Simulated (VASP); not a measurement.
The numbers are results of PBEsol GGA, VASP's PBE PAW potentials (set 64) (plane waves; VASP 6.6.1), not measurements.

Input for VASP

### INCAR
```
LMAXMIX = 6
PREC = Accurate
SIGMA = 0.1
GGA = PS   ! PBEsol
SYSTEM = GdBi
ENCUT = 480
LREAL = .FALSE.   ! projection in real space or not
EDIFF = 1E-7   ! SCF stop (eV)
NELM = 100   ! most electronic steps
ALGO = Normal   ! blocked Davidson
LCHARG = .FALSE.
LASPH = .TRUE.   ! aspherical one-centre terms
ISMEAR = 1   ! Methfessel-Paxton
LWAVE = .FALSE.
ISIF = 2   ! forces and stress, cell fixed
```

**KPOINTS**
```
kpoints
0
gamma
  8 8 4
0 0 0
```

### POSCAR
```
GdBi
1
    3.3663527449     0.0000000000     0.0000000000
    0.0000000000     3.3663527449     0.0000000000
    0.0000000000     0.0000000000    11.1077264432
Gd Bi
2 2
Direct
  0.0000000000   0.5000000000   0.0000000000
  0.5000000000   0.0000000000   0.5000000000
 -0.0445586103   0.0000000000   0.2500000000
  0.0000000000   0.0000000000   0.7500000000
```

POTCAR, in this order: Gd_3 Bi_d (PBE.64 set). Program: vasp_std.

Output of the run:

**OSZICAR**
```
       N       E                     dE             d eps       ncg     rms          rms(c)
DAV:   1     0.405735580561E+03    0.40574E+03   -0.23377E+04  5040   0.172E+03
DAV:   2     0.190805769792E+02   -0.38666E+03   -0.38060E+03  5100   0.460E+02
DAV:   3    -0.179171607058E+02   -0.36998E+02   -0.35492E+02  6268   0.145E+02
DAV:   4    -0.195799465640E+02   -0.16628E+01   -0.16037E+01  6172   0.321E+01
DAV:   5    -0.196503229262E+02   -0.70376E-01   -0.69880E-01  6192   0.603E+00    0.248E+01
DAV:   6    -0.193623399766E+02    0.28798E+00   -0.81450E-01  6056   0.132E+01    0.135E+01
DAV:   7    -0.193450022215E+02    0.17338E-01   -0.20494E-01  6660   0.308E+00    0.190E+00
DAV:   8    -0.193522197232E+02   -0.72175E-02   -0.11132E-01  6536   0.176E+00    0.744E-01
DAV:   9    -0.193446348690E+02    0.75849E-02   -0.45045E-02  6964   0.983E-01    0.248E-01
DAV:  10    -0.193443909546E+02    0.24391E-03   -0.31401E-03  5952   0.387E-01    0.954E-02
DAV:  11    -0.193443874756E+02    0.34790E-05   -0.24486E-04  6648   0.125E-01    0.443E-02
DAV:  12    -0.193443828737E+02    0.46019E-05   -0.30558E-05  7628   0.408E-02    0.122E-02
DAV:  13    -0.193443832206E+02   -0.34686E-06   -0.50400E-06  5852   0.163E-02    0.457E-03
DAV:  14    -0.193443830691E+02    0.15148E-06   -0.31544E-07  4480   0.590E-03    0.179E-03
DAV:  15    -0.193443829725E+02    0.96618E-07   -0.96404E-08  3256   0.253E-03
   1 F= -.19344383E+02 E0= -.19344501E+02  d E =0.354759E-03
```

OUTCAR:
```
------------------------ aborting loop because EDIFF is reached ----------------------------------------
  FORCE on cell =-STRESS in cart. coord.  units (eV):
  Direction    XX          YY          ZZ          XY          YZ          ZX
  --------------------------------------------------------------------------------------
  Total        0.1769415      0.1052112     -0.1004850      0.0000000      0.0000000     -0.4282881
  in kB        2.2521420      1.3391460     -1.2789911      0.0000000      0.0000000     -5.4513258
  external PRESSURE =       0.7707656 kB  Pullay stress =       0.0000000 kB
  volume of cell :      125.88
      direct lattice vectors                 reciprocal lattice vectors
     3.366352745  0.000000000  0.000000000     0.297057402  0.000000000  0.000000000
     0.000000000  3.366352745  0.000000000     0.000000000  0.297057402  0.000000000
     0.000000000  0.000000000 11.107726443     0.000000000  0.000000000  0.090027424
 POSITION                                       TOTAL-FORCE (eV/Angst)
 -----------------------------------------------------------------------------------
      0.00000      1.68318      0.00000         0.121961      0.000000      0.024980
      1.68318      0.00000      5.55386        -0.055803      0.000000      0.019824
      3.21635      0.00000      2.77693        -0.034067      0.000000     -0.048936
      0.00000      0.00000      8.33079        -0.032092      0.000000      0.004131
 -----------------------------------------------------------------------------------
    total drift:                               -0.000225      0.000000      0.000016
  FREE ENERGIE OF THE ION-ELECTRON SYSTEM (eV)
  ---------------------------------------------------
  free  energy   TOTEN  =       -19.3443829725 eV

  energy  without entropy=      -19.3447377312  energy(sigma->0) =      -19.34450123
```
(Selected blocks of OUTCAR.)

The 4f electrons are frozen in the core of the lanthanide potential, so 4f levels, which can set the real gap, and their magnetism are missing.

The structure was generated: GdBi was put into the PtS type (P4_2/mmc), which need not be its known phase. This cell was strained or had an atom moved on purpose.
